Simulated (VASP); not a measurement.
Output of a VASP run:

File OSZICAR:
```
       N       E                     dE             d eps       ncg     rms          rms(c)
DAV:   1    -0.119788759829E+01   -0.11979E+01   -0.14812E+03   690   0.592E+02
DAV:   2    -0.625491905962E+01   -0.50570E+01   -0.49603E+01   924   0.693E+01
DAV:   3    -0.636100403387E+01   -0.10608E+00   -0.10608E+00   828   0.930E+00
DAV:   4    -0.636227860975E+01   -0.12746E-02   -0.12746E-02   882   0.846E-01
DAV:   5    -0.636228696333E+01   -0.83536E-05   -0.83536E-05   834   0.540E-02    0.285E+00
DAV:   6    -0.618005264474E+01    0.18223E+00   -0.15922E-01   756   0.179E+00    0.142E+00
DAV:   7    -0.612040298054E+01    0.59650E-01   -0.20859E-01   858   0.229E+00    0.224E-01
DAV:   8    -0.612238375153E+01   -0.19808E-02   -0.55039E-03   792   0.654E-01    0.461E-02
DAV:   9    -0.612233384830E+01    0.49903E-04   -0.29466E-04   978   0.975E-02    0.105E-02
DAV:  10    -0.612233022683E+01    0.36215E-05   -0.75963E-06   732   0.252E-02    0.266E-03
DAV:  11    -0.612232930262E+01    0.92420E-06   -0.45778E-07  1014   0.569E-03    0.674E-04
DAV:  12    -0.612232822510E+01    0.10775E-05   -0.12024E-08   384   0.125E-03    0.768E-04
DAV:  13    -0.612232867497E+01   -0.44988E-06   -0.20544E-08   336   0.898E-04    0.619E-05
DAV:  14    -0.612232872137E+01   -0.46401E-07   -0.86963E-10   336   0.281E-04
   1 F= -.61223287E+01 E0= -.61223287E+01  d E =-.521607E-12
```

**OUTCAR**
```
------------------------ aborting loop because EDIFF is reached ----------------------------------------
  FORCE on cell =-STRESS in cart. coord.  units (eV):
  Direction    XX          YY          ZZ          XY          YZ          ZX
  --------------------------------------------------------------------------------------
  Total       -0.2050655     -0.2050655     -0.2050655     -0.0000000      0.0000000     -0.0000000
  in kB      -19.3957636    -19.3957636    -19.3957636     -0.0000000      0.0000000     -0.0000000
  external PRESSURE =     -19.3957636 kB  Pullay stress =       0.0000000 kB
  volume of cell :       16.94
      direct lattice vectors                 reciprocal lattice vectors
     0.000000000  2.038396942  2.038396942    -0.245290792  0.245290792  0.245290792
     2.038396942  0.000000000  2.038396942     0.245290792 -0.245290792  0.245290792
     2.038396942  2.038396942  0.000000000     0.245290792  0.245290792 -0.245290792
  FREE ENERGIE OF THE ION-ELECTRON SYSTEM (eV)
  ---------------------------------------------------
  free  energy   TOTEN  =        -6.1223287214 eV

  energy  without entropy=       -6.1223287214  energy(sigma->0) =       -6.12232872
```
(Selected blocks of OUTCAR.)

### POSCAR
```
LiH
1
    0.0000000000     2.0383969424     2.0383969424
    2.0383969424     0.0000000000     2.0383969424
    2.0383969424     2.0383969424     0.0000000000
Li H
1 1
Direct
  0.0000000000   0.0000000000   0.0000000000
  0.5000000000   0.5000000000   0.5000000000
```

Write an INCAR and KPOINTS that could have produced this output.

Several could match; the one computed here: the input of the run itself, PBE GGA, plane waves, VASP's PBE PAW potentials (set 64).

File KPOINTS:
```
Automatic mesh
0
Gamma
11 11 11
0 0 0
```

INCAR:
```
! general
SYSTEM  =  LiH
PREC    =  Accurate
ENCUT   =  520   ! plane-wave cut-off (eV)
LREAL   =  .FALSE.   ! projection in real space or not
LASPH   =  .TRUE.   ! aspherical one-centre terms

! electronic loop
EDIFF   =  1E-7
NELM    =  100
ALGO    =  Normal   ! blocked Davidson

! smearing
ISMEAR  =  0   ! Gaussian
SIGMA   =  0.05

! functional
GGA     =  PE   ! PBE

! ions
ISIF    =  2   ! forces and stress, cell fixed

! output
LWAVE   =  .FALSE.
LCHARG  =  .FALSE.
```

POTCAR, in this order: Li_sv H (PBE.64 set). Program: vasp_std.

The compound is LiH in the rock salt structure. This cell is one point of a volume scan, at 1.06 of the reference volume.
